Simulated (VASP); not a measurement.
An input for Ansatz (written as the equivalent of a VASP run, and not itself run):

Ansatz 0.2 input:
```yaml
crystal:
  lattice:
    - [5.8891440, 0.0000000, 0.0000000]
    - [0.0000000, 5.8891440, 0.0000000]
    - [0.0000000, 0.0000000, 24.9229000]
  atoms:
    - { symbol: Cs, position: [0.0000000, 0.0000000, 0.4403300] }
    - { symbol: Cs, position: [0.0000000, 0.0000000, 0.6790100] }
    - { symbol: Pb, position: [0.5000000, 0.5000000, 0.3209900] }
    - { symbol: Pb, position: [0.5000000, 0.5000000, 0.5596700] }
    - { symbol: Br, position: [0.5000000, 0.5000000, 0.4403300] }
    - { symbol: Br, position: [0.0000000, 0.5000000, 0.3209900] }
    - { symbol: Br, position: [0.5000000, 0.0000000, 0.3209900] }
    - { symbol: Br, position: [0.5000000, 0.5000000, 0.6790100] }
    - { symbol: Br, position: [0.0000000, 0.5000000, 0.5596700] }
    - { symbol: Br, position: [0.5000000, 0.0000000, 0.5596700] }
kpoints:
  mp_grid: { grid: [3, 3, 1] }
hamiltonian:
  xc: r2scan
  pseudopotentials: { kind: paw }
scf:
  occupations: { method: methfessel_paxton, width: 0.136 }
  max_iter: 100
output: { forces: true, stress: true, eigenvalues: true }
```

### Question
Translate this input to VASP (INCAR, KPOINTS, POSCAR, choice of POTCAR).

### Answer
This is not unique; one that fits is 
### POSCAR
```
CsPbBr3
5.8891440
  1.0000000000   0.0000000000   0.0000000000
  0.0000000000   1.0000000000   0.0000000000
  0.0000000000   0.0000000000   4.2320072323
Cs Pb Br
2 2 6
Cartesian
  0.0000000000   0.0000000000   1.8634797446
  0.0000000000   0.0000000000   2.8735752308
  0.5000000000   0.5000000000   1.3584320015
  0.5000000000   0.5000000000   2.3685274877
  0.5000000000   0.5000000000   1.8634797446
  0.0000000000   0.5000000000   1.3584320015
  0.5000000000   0.0000000000   1.3584320015
  0.5000000000   0.5000000000   2.8735752308
  0.0000000000   0.5000000000   2.3685274877
  0.5000000000   0.0000000000   2.3685274877
```

### INCAR
```
# general
SYSTEM  = CsPbBr3
PREC    = Accurate
ENCUT   = 300   # plane-wave cut-off (eV)
LREAL   = .FALSE.   # projection in real space or not
LASPH   = .TRUE.   # aspherical one-centre terms

# electronic loop
EDIFF   = 1E-6
NELM    = 100
ALGO    = Normal
LMAXMIX = 4   # l cut-off of mixed one-centre charges
LMIXTAU = .TRUE.

# smearing
ISMEAR  = 1   # Methfessel-Paxton
SIGMA   = 0.136

# functional
METAGGA = R2SCAN

# ions
ISIF    = 2

# output
LWAVE   = .FALSE.
LCHARG  = .FALSE.
```

### KPOINTS
```
Automatic mesh
0
Gamma
3 3 1
```

POTCAR, in this order: Cs_sv Pb_d Br (PBE.64 set). Program: vasp_std.

The two are equivalent in intent, not identical: each code has its own PAW files, so the cut-off isn't converted (ENCUT is set for VASP's; basis.ecutwfc is left out, and Ansatz then takes the one that its files recommend); Ansatz stops its SCF on the density residual and VASP on the energy change (EDIFF).

The cell is a sheet with vacuum, built from a database entry that may be metastable or hypothetical.
